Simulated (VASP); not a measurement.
OSZICAR of a VASP run on Ni3Fe (L1_2):

OSZICAR:
```
       N       E                     dE             d eps       ncg     rms          rms(c)
DAV:   1     0.232283078515E+03    0.23228E+03   -0.16515E+04  3684   0.209E+03
DAV:   2    -0.189977778171E+02   -0.25128E+03   -0.24244E+03  3524   0.367E+02
DAV:   3    -0.315288724774E+02   -0.12531E+02   -0.11976E+02  3584   0.116E+02
DAV:   4    -0.316943550613E+02   -0.16548E+00   -0.16509E+00  3853   0.139E+01
DAV:   5    -0.316992869973E+02   -0.49319E-02   -0.49317E-02  4796   0.199E+00    0.267E+01
DAV:   6    -0.276207759114E+02    0.40785E+01   -0.34295E+01  3568   0.901E+01    0.107E+01
DAV:   7    -0.271461547325E+02    0.47462E+00   -0.34239E+00  3655   0.292E+01    0.649E+00
DAV:   8    -0.271404487424E+02    0.57060E-02   -0.23116E-01  4694   0.110E+01    0.415E+00
DAV:   9    -0.271013799773E+02    0.39069E-01   -0.40431E-01  4205   0.165E+01    0.403E+00
DAV:  10    -0.270561203186E+02    0.45260E-01   -0.96946E-02  4075   0.750E+00    0.476E-01
DAV:  11    -0.270557077956E+02    0.41252E-03   -0.68213E-03  4054   0.871E-01    0.153E-01
DAV:  12    -0.270557139844E+02   -0.61888E-05   -0.28764E-04  4063   0.278E-01    0.526E-02
DAV:  13    -0.270557227049E+02   -0.87205E-05   -0.50617E-05  5122   0.126E-01    0.244E-02
DAV:  14    -0.270557275964E+02   -0.48915E-05   -0.99688E-06  4740   0.458E-02    0.212E-02
DAV:  15    -0.270557266201E+02    0.97632E-06   -0.33809E-06  4079   0.494E-02    0.573E-03
DAV:  16    -0.270557265719E+02    0.48146E-07   -0.71414E-07  4352   0.115E-02
   1 F= -.20098969E+02 E0= -.20099723E+02  d E =-.200990E+02  mag=     4.4499
       N       E                     dE             d eps       ncg     rms          rms(c)
DAV:   1    -0.322993474468E+02   -0.52436E+01   -0.60132E+01  3504   0.119E+02    0.211E+01
DAV:   2    -0.432778291636E+02   -0.10978E+02   -0.83517E+01  3915   0.205E+02    0.502E+01
DAV:   3    -0.281388446524E+02    0.15139E+02   -0.32034E+01  4424   0.142E+02    0.128E+01
DAV:   4    -0.275886673338E+02    0.55018E+00   -0.34856E+00  4189   0.298E+01    0.591E+00
DAV:   5    -0.276142455275E+02   -0.25578E-01   -0.39773E-01  3607   0.714E+00    0.355E+00
DAV:   6    -0.275761895433E+02    0.38056E-01   -0.80439E-02  4736   0.370E+00    0.150E+00
DAV:   7    -0.275733067362E+02    0.28828E-02   -0.69983E-03  4176   0.114E+00    0.518E-01
DAV:   8    -0.275740251357E+02   -0.71840E-03   -0.30161E-03  4702   0.886E-01    0.304E-01
DAV:   9    -0.275738849146E+02    0.14022E-03   -0.73447E-04  4127   0.764E-01    0.942E-02
DAV:  10    -0.275739158532E+02   -0.30939E-04   -0.10235E-04  4368   0.113E-01    0.601E-02
DAV:  11    -0.275739295040E+02   -0.13651E-04   -0.21578E-05  4707   0.115E-01    0.244E-02
DAV:  12    -0.275739303578E+02   -0.85384E-06   -0.77228E-06  4163   0.409E-02    0.899E-03
DAV:  13    -0.275739300846E+02    0.27322E-06   -0.11143E-06  3863   0.162E-02    0.541E-03
DAV:  14    -0.275739301411E+02   -0.56474E-07   -0.23237E-07  2419   0.924E-03
   2 F= -.19982211E+02 E0= -.19982352E+02  d E =0.116758E+00  mag=     4.5150
       N       E                     dE             d eps       ncg     rms          rms(c)
DAV:   1    -0.295117623287E+02   -0.19378E+01   -0.27735E+01  3506   0.742E+01    0.160E+01
DAV:   2    -0.380023823357E+02   -0.84906E+01   -0.49636E+01  4209   0.175E+02    0.370E+01
DAV:   3    -0.273697294753E+02    0.10633E+02   -0.56026E+01  4075   0.810E+01    0.716E+00
DAV:   4    -0.271851596879E+02    0.18457E+00   -0.20832E+00  4059   0.251E+01    0.526E+00
DAV:   5    -0.272579751869E+02   -0.72815E-01   -0.22426E-01  3641   0.774E+00    0.360E+00
DAV:   6    -0.272899269643E+02   -0.31952E-01   -0.87770E-02  5895   0.650E+00    0.183E+00
DAV:   7    -0.272857574132E+02    0.41696E-02   -0.42233E-02  5000   0.420E+00    0.525E-01
DAV:   8    -0.272845791560E+02    0.11783E-02   -0.11992E-02  4689   0.189E+00    0.430E-01
DAV:   9    -0.272837942529E+02    0.78490E-03   -0.38606E-03  4071   0.161E+00    0.173E-01
DAV:  10    -0.272840622795E+02   -0.26803E-03   -0.51676E-04  4968   0.298E-01    0.149E-01
DAV:  11    -0.272840417932E+02    0.20486E-04   -0.10938E-04  4460   0.273E-01    0.451E-02
DAV:  12    -0.272840409317E+02    0.86158E-06   -0.57892E-05  5020   0.155E-01    0.989E-03
DAV:  13    -0.272840408733E+02    0.58356E-07   -0.67239E-06  3662   0.314E-02    0.567E-03
DAV:  14    -0.272840407510E+02    0.12233E-06   -0.15229E-07  2105   0.593E-03    0.292E-03
DAV:  15    -0.272840409268E+02   -0.17578E-06   -0.11026E-07  1898   0.101E-02    0.141E-03
DAV:  16    -0.272840409688E+02   -0.42025E-07   -0.10785E-07  2074   0.308E-03
   3 F= -.20131850E+02 E0= -.20132715E+02  d E =-.328808E-01  mag=     4.4545
       N       E                     dE             d eps       ncg     rms          rms(c)
DAV:   1    -0.272802880412E+02    0.37529E-02   -0.23417E-03  3515   0.714E-01    0.137E-01
DAV:   2    -0.272808962860E+02   -0.60824E-03   -0.39062E-03  3944   0.147E+00    0.415E-01
DAV:   3    -0.272801224475E+02    0.77384E-03   -0.24609E-03  3927   0.134E+00    0.757E-02
DAV:   4    -0.272801124951E+02    0.99524E-05   -0.98074E-05  4264   0.148E-01    0.276E-02
DAV:   5    -0.272801093759E+02    0.31192E-05   -0.83754E-06  5173   0.432E-02    0.102E-02
DAV:   6    -0.272801080266E+02    0.13493E-05   -0.15969E-06  4344   0.150E-02    0.300E-03
DAV:   7    -0.272801079480E+02    0.78595E-07   -0.16868E-07  2523   0.635E-03
   4 F= -.20131861E+02 E0= -.20132727E+02  d E =-.328918E-01  mag=     4.4544
```

Question: Which electronic solver shows in the log?

Answer: It is blocked Davidson (ALGO = Normal, or the opening steps of other solvers). The INCAR had ALGO = Normal.

Question: How was spin treated?

Answer: Collinear spin (ISPIN = 2): the summary line carries one mag value, 4.45 μB in the cell.

Question: Can the final energy be trusted as converged?

Answer: Self-consistency was reached. It stopped with EDIFF = 1E-7, NELM = 100, NSW = 40 and EDIFFG = -0.01 after 4 ionic steps (PBEsol GGA, plane waves, VASP's PBE PAW potentials (set 64)). Energy and stress use the plane-wave basis of the starting cell.

The compound is Ni3Fe in the L1_2 structure. This run relaxes it under an external pressure of 30 GPa. Symmetry was kept, so distortions that lower it aren't found.
